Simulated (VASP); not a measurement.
ZrC, 2 atoms in the cell. It takes space group Fm-3m (No. 225, cubic). Conventional cell: a = 4.709 Å, b = 4.709 Å, c = 4.709 Å, α = 90.00°, β = 90.00°, γ = 90.00°. Zr (site symmetry m-3m) has 6 C at 2.35 Å as nearest neighbours. Around C (site symmetry m-3m) lie 6 Zr at 2.35 Å. The cell was relaxed by an earlier calculation.

```yaml
Program: VASP 6.6.1
Task: density of states
Functional: PBE
Potentials_or_basis: VASP PAW PBE potentials, release 64 (Zr_sv, C)
Cutoff: 520 eV
k_mesh: 14 × 14 × 14
Occupations: fermi-dirac, width 0.05 eV
Spin: no spin polarisation
Dipole_correction: no
k_mesh_for_the_DOS: 21 × 21 × 21
Occupations_for_the_DOS: tetrahedron
Further_INCAR_settings: ALGO = Normal; EDIFF = 1e-06; NBANDS = 15
```

Potentials or basis: VASP PAW PBE potentials, release 64 (Zr_sv, C).

Command:

```console
$ cat potpaw_PBE.64/Zr_sv/POTCAR potpaw_PBE.64/C/POTCAR > POTCAR
$ cp INCAR.step1 INCAR
$ cp KPOINTS.step1 KPOINTS
$ mpirun -np 1 vasp_std > vasp.out
$ cp INCAR.step2 INCAR
$ cp KPOINTS.step2 KPOINTS
$ mpirun -np 1 vasp_std > vasp.out
```

Hardware: 1 thread of Intel(R) Xeon(R) Platinum 8488C (Sapphire Rapids) (shared host).

Estimate the wall time of this run.

It took 2.2 min on 1 thread of Intel(R) Xeon(R) Platinum 8488C (Sapphire Rapids) (shared host), peak memory 0.24 GiB. Counts: scf iterations 7, k points 286.
